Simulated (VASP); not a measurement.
# Ru from a squeezed to a stretched cell, part 2 of 3

How does Ru change with the volume? The starting structure is a measured crystal structure from the Crystallography Open Database. All runs use LDA. The equilibrium cell comes from relaxations that aren't shown. At each volume, shape and positions are relaxed as far as symmetry leaves them free.

VASP 6.6.1.

Results so far: the equilibrium volume 0.0 GPa; 0.96 of the equilibrium volume 16.5 GPa; 1.04 of the equilibrium volume -13.1 GPa.

### 5. Relaxation at 0.92 of the equilibrium volume

Level of this step: LDA; plane waves and PAW (Ru_pv) (VASP).

File INCAR:

```
SYSTEM = Ru
PREC = Accurate
ENCUT = 500
EDIFF = 1E-07
NELM = 100
ISMEAR = 1
SIGMA = 0.15
LREAL = .FALSE.
ALGO = Normal
GGA = CA
NBANDS = 20
LASPH = .TRUE.
LORBIT = 11
LWAVE = .FALSE.
LCHARG = .FALSE.
KPAR = 4
IBRION = 2
NSW = 50
ISIF = 4
EDIFFG = -0.003
```

File POSCAR:

```
Ru
1.0
    2.6027550446      0.0000000000      0.0000000000
   -1.3013775223      2.2540519906      0.0000000000
    0.0000000000      0.0000000000      4.1148584178
Ru
2
Direct
    0.3333333300      0.6666666700      0.2500000000
    0.6666666700      0.3333333300      0.7500000000
```

File KPOINTS:

```
Automatic mesh
0
Gamma
18 18 10
0 0 0
```

PAW data sets: Ru_pv (LDA family, release 64).

Started as:

```
> mpirun -np 4 vasp_std
```

The program printed:

```text
[... set-up lines as in an earlier step ...]
 entering main loop
       N       E                     dE             d eps       ncg     rms          rms(c)
DAV:   1     0.282602511327E+03    0.28260E+03   -0.17276E+04  8896   0.154E+03
DAV:   2    -0.164682584559E+02   -0.29907E+03   -0.29051E+03  9100   0.463E+02
DAV:   3    -0.224445541448E+02   -0.59763E+01   -0.59350E+01 10220   0.735E+01
DAV:   4    -0.224911402322E+02   -0.46586E-01   -0.46505E-01 11084   0.618E+00
[...]
DAV:  10    -0.211624770587E+02   -0.24676E-04   -0.76701E-05 10064   0.853E-02    0.205E-02
DAV:  11    -0.211624727357E+02    0.43230E-05   -0.20089E-05  9656   0.466E-02    0.144E-03
DAV:  12    -0.211624727574E+02   -0.21683E-07   -0.83357E-08  6868   0.332E-03
   1 F= -.21162473E+02 E0= -.21162186E+02  d E =-.211625E+02
[...]
N       E                     dE             d eps       ncg     rms          rms(c)
DAV:   1    -0.211763876687E+02   -0.13915E-01   -0.53443E-01  8968   0.581E+00    0.737E-01
[...]
DAV:   4    -0.211621492273E+02   -0.11431E-04   -0.16874E-04  9316   0.160E-01    0.191E-02
DAV:   5    -0.211621485705E+02    0.65674E-06   -0.78915E-06 10204   0.199E-02    0.483E-03
DAV:   6    -0.211621485202E+02    0.50326E-07   -0.21826E-07  8484   0.417E-03
   2 F= -.21162149E+02 E0= -.21161862E+02  d E =0.324237E-03
 trial-energy change:    0.000324  1 .order    0.000330   -0.001755    0.002416
 step:   0.4229(harm=  0.4208)  dis= 0.00000  next Energy=   -21.162844 (dE=-0.372E-03)
[...]
N       E                     dE             d eps       ncg     rms          rms(c)
DAV:   1    -0.211675625619E+02   -0.54140E-02   -0.17762E-01  8960   0.335E+00    0.426E-01
DAV:   2    -0.211636239159E+02    0.39386E-02   -0.53262E-03  8948   0.655E-01    0.165E-01
DAV:   3    -0.211628398595E+02    0.78406E-03   -0.20648E-03  9232   0.318E-01    0.459E-02
DAV:   4    -0.211628432075E+02   -0.33480E-05   -0.56528E-05  9304   0.926E-02    0.100E-02
DAV:   5    -0.211628429825E+02    0.22494E-06   -0.22646E-06 10160   0.108E-02    0.288E-03
DAV:   6    -0.211628429524E+02    0.30157E-07   -0.59226E-08  6192   0.231E-03
   3 F= -.21162843E+02 E0= -.21162557E+02  d E =-.370195E-03
[...]
reached required accuracy - stopping structural energy minimisation
```

The job ended after 63 s (4 MPI ranks of Intel Xeon Platinum 8259CL at 2.50GHz (Skylake/Cascade Lake), shared host; peak memory 0.72 GiB).

From OUTCAR (step 5):

```text
  Total        5.6205195      5.6205196      5.6219461      0.0000000      0.0000000     -0.0000000
  in kB      373.0224087    373.0224095    373.1170846      0.0000000      0.0000000     -0.0000000
  external PRESSURE =     373.0539676 kB  Pullay stress =       0.0000000 kB

 POSITION                                       TOTAL-FORCE (eV/Angst)
 -----------------------------------------------------------------------------------
     -0.00000      1.50102      1.03103         0.000000     -0.000000      0.000000
      1.29992      0.75051      3.09308        -0.000000      0.000000      0.000000
 -----------------------------------------------------------------------------------
    total drift:                               -0.000004      0.000002     -0.000000

  FREE ENERGIE OF THE ION-ELECTRON SYSTEM (eV)
  ---------------------------------------------------
  free  energy   TOTEN  =       -21.1628429524 eV

  energy  without entropy=      -21.1619865109  energy(sigma->0) =      -21.16255747

[... 2 parts as in an earlier step ...]

[... 2 further parts left out ...]
[key lines of the parts left out:]
E-fermi :  14.9779
```

0.92 of the equilibrium volume: 12.070 Å³ an atom and a pressure of 37.31 GPa. Further runs on this cell, not shown, give the modes B1g 335.8, E2g 243.1 cm⁻¹.

### 6. Relaxation at 0.98 of the equilibrium volume

INCAR is that of step 5.

File POSCAR:

```
Ru
1.0
    2.6581493575      0.0000000000      0.0000000000
   -1.3290746788      2.3020248729      0.0000000000
    0.0000000000      0.0000000000      4.2024347556
Ru
2
Direct
    0.3333333300      0.6666666700      0.2500000000
    0.6666666700      0.3333333300      0.7500000000
```

KPOINTS is that of step 5.

Started as:

```
> mpirun -np 4 vasp_std
```

The program printed:

```text
[... set-up lines as in an earlier step ...]
 entering main loop
       N       E                     dE             d eps       ncg     rms          rms(c)
DAV:   1     0.281334629371E+03    0.28133E+03   -0.17246E+04  8880   0.153E+03
DAV:   2    -0.167220022276E+02   -0.29806E+03   -0.28991E+03  9164   0.458E+02
DAV:   3    -0.227522132681E+02   -0.60302E+01   -0.59799E+01 10112   0.727E+01
DAV:   4    -0.228012402264E+02   -0.49027E-01   -0.48951E-01 11440   0.618E+00
[...]
DAV:  10    -0.213770282995E+02   -0.19086E-04   -0.95044E-05  9872   0.100E-01    0.236E-02
DAV:  11    -0.213770250766E+02    0.32229E-05   -0.18592E-05  9880   0.424E-02    0.118E-03
DAV:  12    -0.213770250779E+02   -0.13283E-08   -0.16390E-07  7108   0.395E-03
   1 F= -.21377025E+02 E0= -.21376720E+02  d E =-.213770E+02
[...]
N       E                     dE             d eps       ncg     rms          rms(c)
DAV:   1    -0.213777153519E+02   -0.69028E-03   -0.25625E-02  9036   0.126E+00    0.163E-01
DAV:   2    -0.213771339242E+02    0.58143E-03   -0.79817E-04  9068   0.246E-01    0.618E-02
DAV:   3    -0.213770244844E+02    0.10944E-03   -0.29755E-04  9512   0.118E-01    0.166E-02
DAV:   4    -0.213770250536E+02   -0.56924E-06   -0.82065E-06  9640   0.354E-02    0.330E-03
DAV:   5    -0.213770250523E+02    0.12737E-08   -0.36344E-07  8872   0.422E-03
   2 F= -.21377025E+02 E0= -.21376721E+02  d E =0.255864E-07
 trial-energy change:    0.000000  1 .order    0.000001   -0.000084    0.000086
 step:   0.5034(harm=  0.4928)  dis= 0.00000  next Energy=   -21.377046 (dE=-0.212E-04)
[...]
N       E                     dE             d eps       ncg     rms          rms(c)
DAV:   1    -0.213772164993E+02   -0.19145E-03   -0.63148E-03  8968   0.628E-01    0.809E-02
DAV:   2    -0.213770732616E+02    0.14324E-03   -0.19715E-04  9016   0.123E-01    0.307E-02
DAV:   3    -0.213770460437E+02    0.27218E-04   -0.73256E-05  9420   0.584E-02    0.823E-03
DAV:   4    -0.213770460582E+02   -0.14481E-07   -0.20269E-06  9388   0.176E-02    0.161E-03
DAV:   5    -0.213770460256E+02    0.32604E-07   -0.84654E-08  5564   0.207E-03
   3 F= -.21377046E+02 E0= -.21376741E+02  d E =-.209477E-04
[...]
reached required accuracy - stopping structural energy minimisation
```

Elapsed: 47 s, on 4 MPI ranks; peak memory 0.74 GiB; 2.7 min of CPU time.

Parts of OUTCAR (step 6):

```text
  Total        1.2451433      1.2451433      1.2454730     -0.0000000      0.0000000      0.0000000
  in kB       77.5781706     77.5781708     77.5987142     -0.0000000      0.0000000      0.0000000
  external PRESSURE =      77.5850186 kB  Pullay stress =       0.0000000 kB

 POSITION                                       TOTAL-FORCE (eV/Angst)
 -----------------------------------------------------------------------------------
     -0.00000      1.53424      1.05122         0.000000      0.000000      0.000000
      1.32869      0.76712      3.15367        -0.000000     -0.000000      0.000000
 -----------------------------------------------------------------------------------
    total drift:                               -0.000004      0.000002     -0.000000

  FREE ENERGIE OF THE ION-ELECTRON SYSTEM (eV)
  ---------------------------------------------------
  free  energy   TOTEN  =       -21.3770460256 eV

  energy  without entropy=      -21.3761318864  energy(sigma->0) =      -21.37674131

[... 2 parts as in an earlier step ...]

[... 2 further parts left out ...]
[key lines of the parts left out:]
E-fermi :  13.7144
```

0.98 of the equilibrium volume: 12.858 Å³ an atom and a pressure of 7.76 GPa. Further runs on this cell, not shown, give the modes B1g 288.2, E2g 223.0 cm⁻¹.

### 7. Relaxation at 1.02 of the equilibrium volume

INCAR is that of step 6.

File POSCAR:

```
Ru
1.0
    2.6938334727      0.0000000000      0.0000000000
   -1.3469167364      2.3329282233      0.0000000000
    0.0000000000      0.0000000000      4.2588500076
Ru
2
Direct
    0.3333333300      0.6666666700      0.2500000000
    0.6666666700      0.3333333300      0.7500000000
```

KPOINTS is that of step 6.

Started as:

```
> mpirun -np 4 vasp_std
```

The program printed:

```text
[... set-up lines as in an earlier step ...]
 entering main loop
       N       E                     dE             d eps       ncg     rms          rms(c)
DAV:   1     0.281967050307E+03    0.28197E+03   -0.17336E+04  8880   0.152E+03
DAV:   2    -0.168730082158E+02   -0.29884E+03   -0.29059E+03  9112   0.456E+02
DAV:   3    -0.228095993054E+02   -0.59366E+01   -0.58890E+01 10188   0.720E+01
DAV:   4    -0.228577735046E+02   -0.48174E-01   -0.48129E-01 11576   0.608E+00
[...]
DAV:  10    -0.213785833716E+02   -0.17140E-04   -0.11105E-04  9956   0.107E-01    0.230E-02
DAV:  11    -0.213785815893E+02    0.17823E-05   -0.16520E-05 10044   0.393E-02    0.103E-03
DAV:  12    -0.213785815565E+02    0.32783E-07   -0.22379E-07  8156   0.441E-03
   1 F= -.21378582E+02 E0= -.21378269E+02  d E =-.213786E+02
[...]
N       E                     dE             d eps       ncg     rms          rms(c)
DAV:   1    -0.213793005631E+02   -0.71897E-03   -0.26181E-02  9116   0.127E+00    0.166E-01
DAV:   2    -0.213786991788E+02    0.60138E-03   -0.83743E-04  9316   0.249E-01    0.618E-02
DAV:   3    -0.213785895553E+02    0.10962E-03   -0.30083E-04  9748   0.117E-01    0.161E-02
DAV:   4    -0.213785896495E+02   -0.94287E-07   -0.84918E-06  9784   0.359E-02    0.304E-03
DAV:   5    -0.213785895357E+02    0.11387E-06   -0.36337E-07  8844   0.420E-03    0.985E-04
DAV:   6    -0.213785895231E+02    0.12580E-07   -0.12741E-08  5560   0.114E-03
   2 F= -.21378590E+02 E0= -.21378276E+02  d E =-.796659E-05
 trial-energy change:   -0.000008  1 .order   -0.000008   -0.000085    0.000070
 step:   0.5488(harm=  0.5488)  dis= 0.00000  next Energy=   -21.378605 (dE=-0.234E-04)
[...]
N       E                     dE             d eps       ncg     rms          rms(c)
DAV:   1    -0.213787499216E+02   -0.16039E-03   -0.53309E-03  9004   0.575E-01    0.747E-02
DAV:   2    -0.213786269089E+02    0.12301E-03   -0.17069E-04  9088   0.112E-01    0.279E-02
DAV:   3    -0.213786048121E+02    0.22097E-04   -0.61400E-05  9576   0.526E-02    0.731E-03
DAV:   4    -0.213786049863E+02   -0.17425E-06   -0.17289E-06  9628   0.162E-02    0.139E-03
DAV:   5    -0.213786050053E+02   -0.18969E-07   -0.73898E-08  5660   0.191E-03
   3 F= -.21378605E+02 E0= -.21378292E+02  d E =-.234488E-04
[...]
reached required accuracy - stopping structural energy minimisation
```

Wall time 41 s (4 MPI ranks); peak memory 0.76 GiB.

Parts of OUTCAR (step 7):

```text
  Total       -1.1575929     -1.1575929     -1.1585865      0.0000000      0.0000000      0.0000000
  in kB      -69.2950089    -69.2950091    -69.3544917      0.0000000      0.0000000      0.0000000
  external PRESSURE =     -69.3148366 kB  Pullay stress =       0.0000000 kB

 POSITION                                       TOTAL-FORCE (eV/Angst)
 -----------------------------------------------------------------------------------
     -0.00000      1.55579      1.06403         0.000000     -0.000000      0.000000
      1.34735      0.77789      3.19209        -0.000000      0.000000      0.000000
 -----------------------------------------------------------------------------------
    total drift:                               -0.000004      0.000003     -0.000000

  FREE ENERGIE OF THE ION-ELECTRON SYSTEM (eV)
  ---------------------------------------------------
  free  energy   TOTEN  =       -21.3786050053 eV

  energy  without entropy=      -21.3776650323  energy(sigma->0) =      -21.37829168

[... 2 parts as in an earlier step ...]

[... 2 further parts left out ...]
[key lines of the parts left out:]
E-fermi :  12.9523
```

1.02 of the equilibrium volume: 13.382 Å³ an atom and a pressure of -6.93 GPa. Further runs on this cell, not shown, give the modes B1g 258.8, E2g 210.5 cm⁻¹.

### 8. Relaxation at 0.9 of the equilibrium volume

INCAR is that of step 7.

File POSCAR:

```
Ru
1.0
    2.5837561552      0.0000000000      0.0000000000
   -1.2918780776      2.2375984698      0.0000000000
    0.0000000000      0.0000000000      4.0848218841
Ru
2
Direct
    0.3333333300      0.6666666700      0.2500000000
    0.6666666700      0.3333333300      0.7500000000
```

KPOINTS is that of step 7.

Started as:

```
> mpirun -np 4 vasp_std
```

The program printed:

```text
[... set-up lines as in an earlier step ...]
 entering main loop
       N       E                     dE             d eps       ncg     rms          rms(c)
DAV:   1     0.284647663769E+03    0.28465E+03   -0.17291E+04  8904   0.155E+03
DAV:   2    -0.162322351314E+02   -0.30088E+03   -0.29194E+03  9056   0.465E+02
DAV:   3    -0.222656309251E+02   -0.60334E+01   -0.59959E+01 10180   0.739E+01
DAV:   4    -0.223132882772E+02   -0.47657E-01   -0.47561E-01 11088   0.622E+00
[...]
DAV:  10    -0.210197705963E+02   -0.24449E-04   -0.54663E-05  9948   0.725E-02    0.166E-02
DAV:  11    -0.210197679588E+02    0.26375E-05   -0.12135E-05  9712   0.366E-02    0.132E-03
DAV:  12    -0.210197679694E+02   -0.10559E-07   -0.61911E-08  6480   0.276E-03
   1 F= -.21019768E+02 E0= -.21019486E+02  d E =-.210198E+02
[...]
N       E                     dE             d eps       ncg     rms          rms(c)
DAV:   1    -0.210431538751E+02   -0.23386E-01   -0.90930E-01  8972   0.760E+00    0.960E-01
[...]
DAV:   5    -0.210189976774E+02    0.11225E-05   -0.13685E-05 10120   0.265E-02    0.643E-03
DAV:   6    -0.210189975713E+02    0.10612E-06   -0.37986E-07  9776   0.547E-03    0.146E-03
DAV:   7    -0.210189975534E+02    0.17883E-07   -0.20359E-08  5212   0.182E-03
   2 F= -.21018998E+02 E0= -.21018698E+02  d E =0.770416E-03
 trial-energy change:    0.000770  1 .order    0.000773   -0.002992    0.004538
 step:   0.3973(harm=  0.3973)  dis= 0.00000  next Energy=   -21.020362 (dE=-0.594E-03)
[...]
N       E                     dE             d eps       ncg     rms          rms(c)
DAV:   1    -0.210290797229E+02   -0.10082E-01   -0.32950E-01  8964   0.458E+00    0.579E-01
DAV:   2    -0.210218263423E+02    0.72534E-02   -0.97453E-03  8952   0.894E-01    0.226E-01
DAV:   3    -0.210203559196E+02    0.14704E-02   -0.38367E-03  9236   0.438E-01    0.638E-02
DAV:   4    -0.210203627872E+02   -0.68675E-05   -0.10471E-04  9276   0.126E-01    0.146E-02
DAV:   5    -0.210203625077E+02    0.27949E-06   -0.40575E-06 10152   0.147E-02    0.408E-03
DAV:   6    -0.210203624596E+02    0.48047E-07   -0.10625E-07  6668   0.309E-03
   3 F= -.21020362E+02 E0= -.21020085E+02  d E =-.594490E-03
[...]
reached required accuracy - stopping structural energy minimisation
```

Elapsed: 34 s, on 4 MPI ranks; peak memory 0.71 GiB; 2.2 min of CPU time.

(Continued in part 3 of 3.)

[Lines on the potential files, build, host, timing and source positions are cut from VASP's logs without a mark.]

[Logs are printed without paths, hosts, clocks, repeated set-up lines and the standing remarks that a program may print on its own settings, such as how far it seeks lower states.]

[Hosts, paths, dates, database ids (printed as entryN), source tags and the programs' standing remarks are cut or masked in the printed files.]
